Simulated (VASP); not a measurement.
Here is the system:

```
BiB
1.0
    0.00000     2.60382     2.60382
    2.60382     0.00000     2.60382
    2.60382     2.60382     0.00000
B Bi
1 1
Direct
  0.00000   0.00000   0.00000
  0.50000   0.50000   0.50000
```

Method: PBEsol GGA, VASP's PBE PAW potentials (set 64) (plane waves; VASP). Run with 620 eV cut-off, 12×12×12 Γ-centred mesh, first-order Methfessel-Paxton smearing of 0.10 eV, potentials B Bi_d.

Energy and stress use the plane-wave basis of the starting cell.

### Question
The ions, cell shape and volume at an external pressure of 5.0 GPa are relaxed. What does this cell relax into?

### Answer

```
BiB
1.0
    0.00000     2.56312     2.56312
    2.56312     0.00000     2.56312
    2.56312     2.56312     0.00000
B Bi
1 1
Direct
  0.00000   0.00000   0.00000
  0.50000   0.50000   0.50000
```
Space group Fm-3m (225), at a tolerance of 0.03 Å.

### Question
How do energy and volume change from the first to the last step?

### Answer
The energy (σ→0) changes by +12.5 meV/atom and the volume by -4.6 %, in 3 ionic steps.

The structure was generated: BBi was put into the rock salt type (Fm-3m), which need not be its known phase. This run relaxes it under an external pressure of 5 GPa. Symmetry was kept, so distortions that lower it aren't found.
